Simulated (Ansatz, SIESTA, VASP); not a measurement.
ScCl₃ (R-3, 8 atoms in the cell) computed with different codes at matched settings

Self-consistent single point.

```
ScCl3
1.0
    3.20436     1.85004     6.08369
   -3.20436     1.85004     6.08369
    0.00000    -3.70008     6.08369
Sc Cl
2 6
Direct
  0.33332   0.33332   0.33332
  0.66668   0.66668   0.66668
  0.71815   0.43702   0.07745
  0.28185   0.56298   0.92255
  0.07745   0.71815   0.43702
  0.92255   0.28185   0.56298
  0.43702   0.07745   0.71815
  0.56298   0.92255   0.28185
```

Shared settings, as Ansatz (an electronic-structure program) writes them: kpoints.mp_grid.grid = 6 6 6; scf.occupations.method = fermi_dirac; scf.occupations.width = 0.02 eV. Potentials and cutoffs stand in the table.

| code | model | pressure (GPa) | largest force (eV/Å) | gap on the mesh (eV) | cutoff |
|---|---|---|---|---|---|
| SIESTA | GGA PBEsol, numerical atomic orbitals DZP, PseudoDojo PBEsol standard norm-conserving potentials (rewritten from UPF to PSML) | -2.04 | 0.174 | 3.511 | grid 350 Ry |
| Ansatz | PBEsol, PAW files made with PBE | -1.21 | 0.228 | 3.724 | default |
| VASP | PBEsol, VASP's PBE PAW potentials (set 64) | -1.53 | 0.192 | – | 300 eV |

A dash marks a value that a program does not give, or that is left out as unsure.

No gap is tabulated for VASP: it is not read from that output, or partly filled or unconverged empty levels leave it unsure.

Gaps are read on the mesh.

The spread over the programs that give each value: pressure within 0.83 GPa; largest force within 0.054 eV/Å; gap on the mesh within 0.213 eV.

SIESTA uses small atom-centred bases, whose incompleteness enters pressures, forces and empty levels differently from a plane-wave cutoff. Ansatz's pressure is given at a fixed set of plane waves, as the other plane-wave codes print theirs.

On the base mesh (4 4 4) the same programs gave: Ansatz pressure -1.21 GPa, gap on the mesh 3.735 eV; SIESTA pressure -2.04 GPa, gap on the mesh 3.523 eV; VASP pressure -1.53 GPa.

VASP's run is marked for a possible Pulay error in its stress at this cutoff; no cutoff test was made.

The starting cell comes from a database of computed structures (which also holds hypothetical and non-ambient phases and stackings), without a prior relaxation at this level.

Left out of this page: CP2K (on another mesh).

Keys are those of Ansatz 0.2.
